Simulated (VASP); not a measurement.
```yaml
crystal:
  lattice:
    - [0.00000, 2.58027, 2.58027]
    - [2.58027, 0.00000, 2.58027]
    - [2.58027, 2.58027, 0.00000]
  atoms:
    - { symbol: Cu, position: [0.00000, 0.00000, 0.00000] }
    - { symbol: Cl, position: [0.25000, 0.25000, 0.25000] }
```

Calculation: LDA (Ceperley-Alder, Perdew-Zunger), VASP's LDA PAW potentials (set 64) (plane waves; VASP). Run with 520 eV cut-off, 9×9×9 Γ-centred mesh, Gaussian smearing of 0.050 eV, potentials Cu Cl.

Predict the energy per atom (σ→0), pressure, band gap (on the k-mesh) with the smallest direct gap where there is one.

```json
{
  "band gap (on the k-mesh)": "0.73 eV",
  "smallest direct gap (on the k-mesh)": "0.73 eV",
  "energy per atom (σ→0)": "-3.898 eV/atom",
  "pressure": "2.50 GPa"
}
```

Only differences to runs with the same potentials and settings are physical.

The compound is CuCl in the zinc blende structure. This cell is one point of a volume scan, at 0.97 of the reference volume.
